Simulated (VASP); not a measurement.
Data:

```
CELL_PARAMETERS angstrom
      0.00000     1.75627     1.75627
      1.75627     0.00000     1.75627
      1.75627     1.75627     0.00000
ATOMIC_POSITIONS crystal
  C  0.00000 0.00000 0.00000
  C  0.25000 0.25000 0.25000
```

These are r2SCAN meta-GGA, VASP's PBE PAW potentials (set 64) (plane waves; VASP) values and carry that method's errors. Settings: 620 eV cut-off, 13×13×13 Γ-centred mesh, Gaussian smearing of 0.050 eV, potentials C.

### Question
The ions, cell shape and volume at an external pressure of 30.0 GPa are relaxed. Which structure does the run end with?

### Answer

```
CELL_PARAMETERS angstrom
      0.00000     1.74552     1.74552
      1.74552     0.00000     1.74552
      1.74552     1.74552     0.00000
ATOMIC_POSITIONS crystal
  C  0.00000 0.00000 0.00000
  C  0.25000 0.25000 0.25000
```
Space group Fd-3m (227), at a tolerance of 0.03 Å.

### Question
How do energy and volume change from the first to the last step?

### Answer
The energy (σ→0) changes by +15.4 meV/atom and the volume by -1.8 %, in 3 ionic steps.

| step | E(σ→0) (eV) | max force (eV/Å) | pressure (GPa) | volume (Å³) |
|---|---|---|---|---|
| 1 | -19.6361 | 0.000 | 19.97 | 10.83 |
| 2 | -19.5266 | 0.000 | 48.12 | 10.31 |
| 3 | -19.6054 | 0.000 | 29.92 | 10.64 |

The compound is C in the diamond structure. This run relaxes it under an external pressure of 30 GPa. Symmetry was kept, so distortions that lower it aren't found.
